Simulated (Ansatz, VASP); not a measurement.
# Cross-check of Ta2O5 between VASP and Ansatz, part 2 of 2

Aim: how closely do two programs agree when they are given the same cell, functional and k mesh? The cell is taken from a series of runs on this material, whose earlier steps may have relaxed, scaled, displaced or heated it; both programs get it as it stands.

VASP 6.6.1 and Ansatz 0.2.0.

So far: Set-up; VASP: relaxation of cell and atoms, PBEsol, pair 1.

**3. Ansatz: relaxation of cell and atoms, PBEsol, pair 1**

Level of this step: Ansatz beside VASP: Kohn-Sham DFT, plane waves, PBEsol (Ansatz).

Ansatz runs on its PAW soft_1 files.

The same cell, functional and mesh now go to Ansatz.

Contents of input.yaml:

```yaml
crystal:
  lattice:
    - [3.8393234551, 0.0, -0.0290393783]
    - [0.0, 3.8586998745, 0.0]
    - [-1.8673111879, 0.0, 6.5153369566]
  atoms:
    - { symbol: Ta, position: [0.6462168333, 0.0, 0.7922599059] }
    - { symbol: Ta, position: [0.3537831667, 0.0, 0.2077400941] }
    - { symbol: O, position: [0.6501029862, 0.5, 0.7993284918] }
    - { symbol: O, position: [0.3498970138, 0.5, 0.2006715082] }
    - { symbol: O, position: [0.1852484479, 0.0, 0.8702278327] }
    - { symbol: O, position: [0.8147515521, 0.0, 0.1297721673] }
    - { symbol: O, position: [0.5, 0.0, 0.5] }
kpoints:
  mp_grid: { grid: [6, 6, 4] }
hamiltonian:
  xc: pbesol
  pseudopotentials: { kind: paw, azcp: { folder: soft_1 }, xc_functional: pbe }
scf:
  occupations: { method: fixed }
output:
  forces: true
  stress: true
  eigenvalues: true
  write_density: true
  write_potential: true
  elf: true
  volumetric_format: npy
basis:
  ecutwfc: 600.0
relax:
  adjacent_minimum: "off"
  f_tol: 0.001
  max_steps: 60
  cell: { stress_tol: 0.01 }
```

Launch:

```bash
$ ansatz run input.yaml --threads 8 --pin off --max-ram 16384MiB --backend cpu --events-out ev --progress --plain --runs-dir out
```

Numbers of over 12 decimals in the logs are rounded to 6 here.

The program printed:

```text
Engine: ansatz 0.2.0, aarch64-unknown-linux-gnu
Pseudopotentials: kind: paw
Pseudopotential: Ta, paw, valence charge 13, recommended cutoff 420 eV (normal), soft_1/Ta.paw.azcp
Pseudopotential: O, paw, valence charge 6, recommended cutoff 420 eV (normal), soft_1/O.paw.azcp
Functional definition: PBEsol
  exchange = pbesol_x
  correlation = pbesol_c
Crystal: 7 atoms, lattice volume = 96.314 Å³
Basis set: ecut = 600 eV, 3213 PW (Γ), exchange–correlation on 64×64×120 points (8 copies of the dense FFT grid, shifted against one another)
Bands: 35, of which v1, the nominal top of the filled ones, is band 28 counted from 1 (27 counted from 0)
Symmetry: 4 space group operations
Space group: P2/m (ITA 10), of the structure as read, at distance tolerance 4.6e-5 Å
k-points: 56 of 144
Non-local potential: Ta, projectors of the file, l = 0: 3, l = 1: 2, l = 2: 2, l = 3: 1
Non-local potential: O, projectors of the file, l = 0: 2, l = 1: 2, l = 2: 1
PAW form: soft (Blöchl's): semilocal exchange-correlation on the pseudo side does not see the compensation charge
PAW frozen core: Ta, regenerated for the run's functional, and the local potential with it (the file was generated under x = pbe(κ = 0.804, μ = 0.219515), c = pbe(β = 0.066725))
PAW frozen core: O, regenerated for the run's functional, and the local potential with it (the file was generated under x = pbe(κ = 0.804, μ = 0.219515), c = pbe(β = 0.066725))
PAW one-centre angular grid: Ta, 590 points (default); XC on 64 Gauss nodes
PAW one-centre angular grid: O, 110 points (default); XC on 64 Gauss nodes
Initial density: superposition of atomic densities (chi_scale 0.1, normalization cell, long waves kept (reshape's long-wave potential 0.02 eV rms))
Initial wavefunctions: pseudopotential atomic-orbital guess
Functional: x = pbesol(κ = 0.804, μ = 0.123457), c = pbesol(β = 0.046)
SCF iter   1: F=—  HF=-22427.180187 eV  |F-HF|=—  |Δ(HF+E_count)|=         —  Δρ=6.41e-2  dr2=3.55e0  ethr=3.10e-3  ⟨swp⟩=4.1  Hψ=6939  notcnv=0  defer=216
preconditioner: auto → Resta (q_TF=auto, 2.493 Å⁻¹)  ε∞=5.1  [insulator: Δε(μ)=2.623 eV  Ē_g=11.777 eV  n_scr=26 (ndim 8)  ℏωp=23.9 eV  f_vac=0.085  ε∞_Penn≈5.1]
SCF iter   2: F=—  HF=-22426.618772 eV  |F-HF|=—  |Δ(HF+E_count)|=   5.61e-1  Δρ=3.41e-2  dr2=7.58e-1  ethr=3.10e-3  ⟨swp⟩=2.0  Hψ=3487  notcnv=0  defer=181
SCF iter   3: F=—  HF=-22426.515910 eV  |F-HF|=—  |Δ(HF+E_count)|=   1.03e-1  Δρ=1.53e-2  dr2=2.65e-1  ethr=1.35e-3  ⟨swp⟩=2.2  Hψ=2833  notcnv=0  defer=241
SCF iter   4: F=—  HF=-22426.479830 eV  |F-HF|=—  |Δ(HF+E_count)|=   3.61e-2  Δρ=4.08e-3  dr2=2.01e-2  ethr=4.72e-4  ⟨swp⟩=2.0  Hψ=3076  notcnv=0  defer=275
SCF iter   5: F=—  HF=-22426.487912 eV  |F-HF|=—  |Δ(HF+E_count)|=   8.08e-3  Δρ=3.33e-3  dr2=1.03e-2  ethr=3.58e-5  ⟨swp⟩=2.0  Hψ=3385  notcnv=0  defer=279
SCF iter   6: F=—  HF=-22426.490392 eV  |F-HF|=—  |Δ(HF+E_count)|=   2.48e-3  Δρ=6.74e-4  dr2=6.91e-4  ethr=1.84e-5  ⟨swp⟩=2.0  Hψ=3040  notcnv=0  defer=280
SCF iter   7: F=—  HF=-22426.492267 eV  |F-HF|=—  |Δ(HF+E_count)|=   1.87e-3  Δρ=2.13e-4  dr2=4.55e-5  ethr=1.23e-6  ⟨swp⟩=2.0  Hψ=3033  notcnv=0  defer=273
SCF iter   8: F=—  HF=-22426.492533 eV  |F-HF|=—  |Δ(HF+E_count)|=   2.66e-4  Δρ=2.35e-4  dr2=4.52e-5  ethr=8.12e-8  ⟨swp⟩=2.6  Hψ=3035  notcnv=0  defer=120
SCF iter   9: F=—  HF=-22426.492543 eV  |F-HF|=—  |Δ(HF+E_count)|=   1.05e-5  Δρ=3.59e-5  dr2=1.37e-6  ethr=8.07e-8  ⟨swp⟩=2.0  Hψ=2922  notcnv=0  defer=114
SCF iter  10: F=-22426.492548 eV  HF=-22426.492548 eV  |F-HF|=1.23e-7  |Δ(HF+E_count)|=   5.09e-6  Δρ=5.69e-6  dr2=4.59e-8  ethr=1.79e-10  ⟨swp⟩=15.0  Hψ=16256  notcnv=0
SCF 1 converged in 10 iterations: F = -22426.492548 eV  dr2 = 4.59e-8
  greatest PAW one-centre occupation: 0.999 electrons in one spin orbital (limit 2), on the Ta atom at site 1 (counted from 0), in its partial waves of l = 0
relax step   1: F+E_penalty+E_count = -22426.49254839 eV  Δ(F+E_penalty+E_count) = +0.000e0 eV  max|allowed force component| = 3.195e-4 eV/Å  Δτ_max = 0.0000 Å  P = -0.000 GPa  Ω = 96.314 Å³  (10 SCF iters, dr2 threshold 1.00e-7 eV, accepted)
Initial density: handed on by an earlier stage of this run
Initial wavefunctions: pseudopotential atomic-orbital guess (no wavefunctions were taken with the density)
iter 1 solved again at ethr=1.65e-8 eV; its pass at ethr=3.10e-3 eV (dr2=9.25e-6 eV) is discarded
SCF iter   1: F=—  HF=-22426.492462 eV  |F-HF|=—  |Δ(HF+E_count)|=         —  Δρ=6.67e-6  dr2=4.89e-8  ethr=1.65e-8  ⟨swp⟩=4.3  Hψ=13353  notcnv=0  defer=279
preconditioner: auto → Resta (q_TF=auto, 2.493 Å⁻¹)  ε∞=5.4  [insulator: Δε(μ)=2.172 eV  Ē_g=11.445 eV  n_scr=26 (ndim 8)  ℏωp=23.9 eV  f_vac=0.155  ε∞_Penn≈5.4]
SCF iter   2: F=—  HF=-22426.492548 eV  |F-HF|=—  |Δ(HF+E_count)|=   8.67e-5  Δρ=3.96e-6  dr2=2.25e-8  ethr=8.72e-11  ⟨swp⟩=2.8  Hψ=3642  notcnv=0  defer=175
SCF iter   3: F=—  HF=-22426.492548 eV  |F-HF|=—  |Δ(HF+E_count)|=   6.59e-8  Δρ=3.71e-6  dr2=1.39e-8  ethr=4.01e-11  ⟨swp⟩=2.1  Hψ=2957  notcnv=0  defer=175
SCF iter   4: F=—  HF=-22426.492548 eV  |F-HF|=—  |Δ(HF+E_count)|=   1.28e-8  Δρ=1.43e-6  dr2=7.15e-10  ethr=2.48e-11  ⟨swp⟩=2.0  Hψ=2901  notcnv=0  defer=174
SCF iter   5: F=—  HF=-22426.492548 eV  |F-HF|=—  |Δ(HF+E_count)|=   1.06e-9  Δρ=7.49e-7  dr2=1.99e-10  ethr=1.28e-12  ⟨swp⟩=2.0  Hψ=2595  notcnv=0  defer=174
SCF iter   6: F=—  HF=-22426.492548 eV  |F-HF|=—  |Δ(HF+E_count)|=  3.27e-10  Δρ=1.68e-7  dr2=2.75e-11  ethr=1.00e-12  ⟨swp⟩=2.1  Hψ=2531  notcnv=0  defer=174
SCF iter   7: F=—  HF=-22426.492548 eV  |F-HF|=—  |Δ(HF+E_count)|=  7.28e-12  Δρ=8.20e-8  dr2=7.19e-12  ethr=1.00e-12  ⟨swp⟩=1.0  Hψ=1880  notcnv=0  defer=174
SCF iter   8: F=-22426.492548 eV  HF=-22426.492548 eV  |F-HF|=3.64e-12  |Δ(HF+E_count)|=  1.09e-11  Δρ=4.31e-8  dr2=1.44e-12  ethr=1.00e-12  ⟨swp⟩=12.5  Hψ=10012  notcnv=0
SCF 2 converged in 8 iterations: F = -22426.492548 eV  dr2 = 1.44e-12
relax step   2: F+E_penalty+E_count = -22426.49254841 eV  Δ(F+E_penalty+E_count) = -2.545e-8 eV  max|allowed force component| = 3.199e-4 eV/Å  Δτ_max = 0.0000 Å  P = -0.000 GPa  Ω = 96.314 Å³  stress off target by 4.42e-3 GPa  SCF on the basis re-selected at this cell (its energy is not comparable with the rows above)  (8 SCF iters)
basis re-selected at this cell: Δ(F+E_penalty+E_count) = -2.545e-8 eV, ΔP = +0.000 GPa vs the last step (what re-selecting the basis moved, of the pressure what is left beyond the Pulay correction that the steps carried, after the strain that the cell walked since its last selection, with what the two solves' SCF thresholds leave and, on support functions, any second-order correction that the steps lacked; it is no m [...]
SCF converged after 8 iterations
Free energy (F): -22426.492548 eV
Harris-Foulkes:  -22426.492548 eV  (|F-HF|=3.64e-12)
Internal energy: -22426.492548 eV  (E = F + TS)
E sigma→0 (E₀):  -22426.492548 eV
Fermi energy:    6.956722 eV
--- Per-component energies (eV) ---
  E_band       = -553.162407
  E_kinetic    = 1612.883875
  E_local      = -4408.078014  (includes V_loc(G=0)·N_el)
  E_nonlocal   = 250.969291
  E_hartree    = 1666.097938
  E_xc         = -985.507226
  E_vxc        = -913.019869  (∫ρ·V_xc dr)
  E_paw        = -17149.130740  (= ΣΔE_a)
  E_vpaw       = -428.114545  (= ΣTr[D̂ρ^β])
  E_aug_tail   = 0.001041  (compensation charges beyond the density's cutoff)
  E_ewald      = -3414.332578
  E_core_change = 0.603865  (= ΣΔE_core)
  E_smearing   = -0.000000  (= −TS)
  E_closure    = -0.000000  (closes the sum)
  Σ components = -22426.492548   (vs F -22426.492548, Δ=0.00e0)
--- Forces (eV/Å), atoms counted from 1 ---
  atom   1  Ta    -0.00003653     0.00000000    -0.00020943
  atom   2  Ta     0.00003653     0.00000000     0.00020943
  atom   3  O     -0.00031989     0.00000000     0.00019544
  atom   4  O      0.00031989     0.00000000    -0.00019544
  atom   5  O     -0.00007998     0.00000000    -0.00005358
  atom   6  O      0.00007998     0.00000000     0.00005358
  atom   7  O      0.00000000     0.00000000     0.00000000
  max |Σ_I F_I| component: 2.71e-20 eV/Å
--- Stress (GPa, compression-positive) ---
       -0.002615       0.000000      -0.002314
        0.000000       0.003282       0.000000
       -0.002314       0.000000      -0.001461
  P = ⅓ Tr σ = -0.0003 GPa (-0.003 kbar)
--- Band table (eV; the first three rows and the last of 56) ---
  k-point 0: bands = [... 24 lower, 6.0394, 6.1459, 6.3528, 6.3647, 9.1659, 9.5945, 9.7806, 11.2485, ... 3 higher]
  k-point 1: bands = [... 24 lower, 6.0377, 6.0409, 6.2856, 6.2935, 9.1465, 9.6172, 9.7496, 11.1840, ... 3 higher]
  k-point 2: bands = [... 24 lower, 6.0447, 6.0724, 6.1768, 6.2012, 9.1287, 9.6382, 9.7243, 11.1138, ... 3 higher]
  k-point 55: bands = [... 24 lower, 4.9835, 6.3145, 6.8452, 6.9567, 10.2076, 12.0135, 12.5828, 13.1885, ... 3 higher]
--- Relaxed structure (1 steps of the walk, 1 accepted, 1 SCFs on fresh bases) ---
  F+E_penalty+E_count = -22426.49254841 eV   max|allowed force component| = 3.199e-4 eV/Å   (the final SCF, on the basis selected at the relaxed cell)
  cell:  # Å, volume = 96.3142 Å³
    - [3.8393234551, 0.0, -0.0290393783]
    - [0.0, 3.8586998745, 0.0]
    - [-1.8673111879, 0.0, 6.5153369566]
  atoms:
    - { symbol: Ta, position: [0.646217, 0.0, 0.792260] }
    - { symbol: Ta, position: [0.353783, 0.0, 0.207740] }
    - { symbol: O, position: [0.650103, 0.500000, 0.799328] }
    - { symbol: O, position: [0.3498970138, 0.500000, 0.200672] }
    - { symbol: O, position: [0.185248, 0.0, 0.8702278327] }
    - { symbol: O, position: [0.8147515521, 0.0, 0.129772] }
    - { symbol: O, position: [0.500000, 0.0, 0.500000] }
```

**4. Differences**

Known differences besides the potentials themselves: fixed occupations in Ansatz, narrow Gaussian smearing in VASP; the data sets hold 56 valence electrons in Ansatz (on its PAW soft_1 files) and 52 in VASP; Ansatz makes its cores anew for this functional, VASP keeps those of its PBE data sets; Ansatz adds a Pulay correction to the stress that steers its cell, VASP none. Total energies have different zeros and are not compared.

Both answers:

| quantity | Ansatz | VASP | difference |
| --- | --- | --- | --- |
| volume (Å³) | 96.31 | 96.67 | -0.37 % |
| edge a after relaxation, in the typed setting (Å) | 3.839 | 3.844 | -0.13 % |
| edge b after relaxation, in the typed setting (Å) | 3.859 | 3.865 | -0.15 % |
| edge c after relaxation, in the typed setting (Å) | 6.778 | 6.784 | -0.10 % |

**5. Ansatz: relaxation of cell and atoms, PBEsol, pair 2**

The relaxed volume is the usual yardstick between codes: in a stiff, nearly cubic crystal its relative difference is about their pressure difference at one cell divided by the bulk modulus.

The cell is taken from a series of runs on this material, whose earlier steps may have relaxed, scaled, displaced or heated it; both programs get it as it stands.

input.yaml, the sections that differ from step 3:

```yaml
crystal:
  lattice:
    - [3.8414080139, 0.0, 0.0]
    - [0.0, 3.86271575, 0.0]
    - [-1.8189421445, 0.0, 6.5289594201]
  atoms:
    - { symbol: Ta, position: [0.64953073, 0.0, 0.79131453] }
    - { symbol: Ta, position: [0.35046927, 0.0, 0.20868547] }
    - { symbol: O, position: [0.6621243, 0.5, 0.79832929] }
    - { symbol: O, position: [0.3378757, 0.5, 0.20167071] }
    - { symbol: O, position: [0.18976057, 0.0, 0.87062125] }
    - { symbol: O, position: [0.81023943, 0.0, 0.12937875] }
    - { symbol: O, position: [0.5, 0.0, 0.5] }
scf:
  occupations: { method: gaussian, width: 0.02 }
relax:
  adjacent_minimum: "off"
  f_tol: 0.005
  max_steps: 80
  cell: { stress_tol: 0.05 }
# kpoints, hamiltonian, output, basis: as in step 3
```

The program printed:

```text
[...]
Crystal: 7 atoms, lattice volume = 96.878 Å³
Basis set: ecut = 600 eV, 3243 PW (Γ), exchange–correlation on 64×64×120 points (8 copies of the dense FFT grid, shifted against one another)
Bands: 35, of which v1, the nominal top of the filled ones, is band 28 counted from 1 (27 counted from 0)
Symmetry: 4 space group operations
[...]
k-points: 56 of 144
[...]
atoms:
    - { symbol: Ta, position: [0.646217, 3.5481009391094386e-19, 0.792260] }
    - { symbol: Ta, position: [0.353783, -3.548100939109443e-19, 0.207740] }
    - { symbol: O, position: [0.650103, 0.500000, 0.799328] }
    - { symbol: O, position: [0.349897, 0.500000, 0.200672] }
    - { symbol: O, position: [0.185248, -1.476538997250158e-19, 0.870228] }
    - { symbol: O, position: [0.814752, 1.4765389972501503e-19, 0.129772] }
    - { symbol: O, position: [0.5, 0, 0.5] }
[key lines of the parts left out:]
SCF converged after 7 iterations
Free energy (F): -22426.492548 eV
Fermi energy:    8.042723 eV
P = ⅓ Tr σ = -0.0003 GPa (-0.003 kbar)
```

**6. VASP: relaxation of cell and atoms, PBEsol, pair 2**

The same cell, functional, mesh and smearing now go to VASP, with its own data sets.

Contents of INCAR:

```
SYSTEM = Ta2O5
PREC = Accurate
ENCUT = 600
EDIFF = 1E-07
NELM = 120
ISMEAR = 0
SIGMA = 0.02
LREAL = .FALSE.
ALGO = Normal
GGA = PS
NBANDS = 33
LASPH = .TRUE.
LORBIT = 11
LWAVE = .FALSE.
LCHARG = .FALSE.
ISIF = 3
IBRION = 2
NSW = 80
EDIFFG = -0.005
GGA_COMPAT = .FALSE.
NELMIN = 4
EFERMI = MIDGAP
KPAR = 2
```

Contents of POSCAR:

```
Ta2O5
1.0
    3.8414080000      0.0000000000      0.0000000000
    0.0000000000      3.8627160000      0.0000000000
   -1.8189420000      0.0000000000      6.5289590000
Ta O
2 5
Direct
    0.6495306408      0.0000000000      0.7913145112
    0.3504693592      0.0000000000      0.2086854888
    0.6621243819      0.5000000000      0.7983294121
    0.3378756907      0.5000000000      0.2016707411
    0.1897605545      0.0000000000      0.8706213349
    0.8102395180      0.0000000000      0.1293788183
    0.5000000363      0.0000000000      0.5000000766
```

Contents of KPOINTS:

```
Automatic mesh
0
Gamma
6 6 4
0 0 0
```

The projector-augmented-wave data sets are Ta_pv and O (PBE family, release 64).

Launch:

```bash
$ mpirun -np 2 vasp_std
```

The program printed:

```text
[banner, memory and clock lines left out]
running    2 mpi-ranks, on    1 nodes
[...]
[... a notice as in an earlier step ...]

 LDA part: xc-table for (Slater+PW92), standard interpolation
 POSCAR, INCAR and KPOINTS ok, starting setup
[...]
entering main loop
       N       E                     dE             d eps       ncg     rms          rms(c)
DAV:   1     0.502103101266E+03    0.50210E+03   -0.31667E+04  3696   0.174E+03
DAV:   2    -0.509695866601E+02   -0.55307E+03   -0.53947E+03  4653   0.456E+02
DAV:   3    -0.843332077303E+02   -0.33364E+02   -0.33235E+02  4509   0.114E+02
DAV:   4    -0.847806916344E+02   -0.44748E+00   -0.44684E+00  4453   0.147E+01
[...]
DAV:  15    -0.711414845589E+02   -0.10874E-05   -0.20923E-06  4299   0.802E-03    0.184E-03
DAV:  16    -0.711414846863E+02   -0.12741E-06   -0.34859E-07  3994   0.343E-03    0.503E-04
DAV:  17    -0.711414846869E+02   -0.66302E-09   -0.33368E-08  2194   0.125E-03
   1 F= -.71141485E+02 E0= -.71141485E+02  d E =-.711415E+02
[... from here on, the cycles between the ionic steps are left out ...]
   2 F= -.71141174E+02 E0= -.71141174E+02  d E =0.310938E-03
  28 F= -.71144065E+02 E0= -.71144065E+02  d E =-.320535E-04
  29 F= -.71144066E+02 E0= -.71144066E+02  d E =-.326211E-04
  30 F= -.71144066E+02 E0= -.71144066E+02  d E =-.327466E-04
  31 F= -.71144083E+02 E0= -.71144083E+02  d E =-.169064E-04
  32 F= -.71144119E+02 E0= -.71144119E+02  d E =-.532953E-04
  33 F= -.71144127E+02 E0= -.71144127E+02  d E =-.607917E-04
  34 F= -.71144134E+02 E0= -.71144134E+02  d E =-.682365E-04
  35 F= -.71144146E+02 E0= -.71144146E+02  d E =-.118987E-04
  36 F= -.71144155E+02 E0= -.71144155E+02  d E =-.207796E-04
  37 F= -.71144155E+02 E0= -.71144155E+02  d E =-.208377E-04
  38 F= -.71144159E+02 E0= -.71144159E+02  d E =-.364472E-05
  39 F= -.71144166E+02 E0= -.71144166E+02  d E =-.105392E-04
[...]
reached required accuracy - stopping structural energy minimisation
```

OUTCAR, selected parts (step 6):

```text
  Total        0.0205375     -0.0009464      0.0114272      0.0000000      0.0000000     -0.0044424
  in kB        0.3404223     -0.0156873      0.1894130      0.0000000      0.0000000     -0.0736358
  external PRESSURE =       0.1713827 kB  Pullay stress =       0.0000000 kB

 POSITION                                       TOTAL-FORCE (eV/Angst)
 -----------------------------------------------------------------------------------
      1.01554      0.00000      5.15052        -0.002090     -0.000000     -0.002706
      0.97102      0.00000      1.34510         0.002090     -0.000000      0.002706
      1.02770      1.93222      5.19612        -0.003385      0.000000     -0.002649
      0.95887      1.93222      1.29950         0.003385     -0.000000      0.002649
     -0.90001      0.00000      5.66877        -0.002469     -0.000000     -0.004312
      2.88658      0.00000      0.82685         0.002469     -0.000000      0.004312
      0.99328      0.00000      3.24781         0.000000     -0.000000      0.000000
 -----------------------------------------------------------------------------------
    total drift:                                0.000019      0.000000     -0.003030

  FREE ENERGIE OF THE ION-ELECTRON SYSTEM (eV)
  ---------------------------------------------------
  free  energy   TOTEN  =       -71.1441657904 eV

  energy  without entropy=      -71.1441657904  energy(sigma->0) =      -71.14416579

[... 2 parts as in an earlier step ...]

[... 2 further parts left out ...]
[key lines of the parts left out:]
E-fermi :   1.9604
```

**7. Side by side**

What differs besides the data sets and the points named for the pairs above, as far as they apply: the data sets hold 56 valence electrons in Ansatz (on its PAW soft_1 files) and 52 in VASP. Total energies have different zeros and are not compared.

The two programs side by side:

| quantity | Ansatz | VASP | difference |
| --- | --- | --- | --- |
| volume (Å³) | 96.31 | 96.66 | -0.36 % |
| edge a after relaxation, in the typed setting (Å) | 3.839 | 3.844 | -0.12 % |
| edge b after relaxation, in the typed setting (Å) | 3.859 | 3.864 | -0.15 % |
| edge c after relaxation, in the typed setting (Å) | 6.778 | 6.777 | +0.01 % |

Found at a tolerance of 0.01 Å, the end structures differ in symmetry: Cmmm in Ansatz, P2/m in VASP; the atoms lie within 0.05 Å of each other, which can come from where the walks stopped or from unlike electronic states.

**8. Outcome**

```yaml
difference_in_volume_relaxation_of_cell_and_atoms_pbesol_pair_1: -0.37 %
difference_in_volume_relaxation_of_cell_and_atoms_pbesol_pair_2: -0.36 %
```

In words: The difference in volume is -0.37 % (relaxation of cell and atoms, PBEsol, pair 1), within the 1.2 % picked in this series as the mark of a large difference, as far as the stopping tolerances let one tell. The data sets hold unlike numbers of valence electrons (56 in Ansatz and 52 in VASP), so part of the differences comes from the potentials. How closely two codes agree says nothing of how well the functional describes the real material.

[Lines on the potential files, build, host, timing and source positions are cut from VASP's logs without a mark.]

[Logs are printed without paths, hosts, clocks, repeated set-up lines and the standing remarks that a program may print on its own settings, such as how far it seeks lower states.]

[Hosts, paths, dates, database ids (printed as entryN), source tags and the programs' standing remarks are cut or masked in the printed files.]
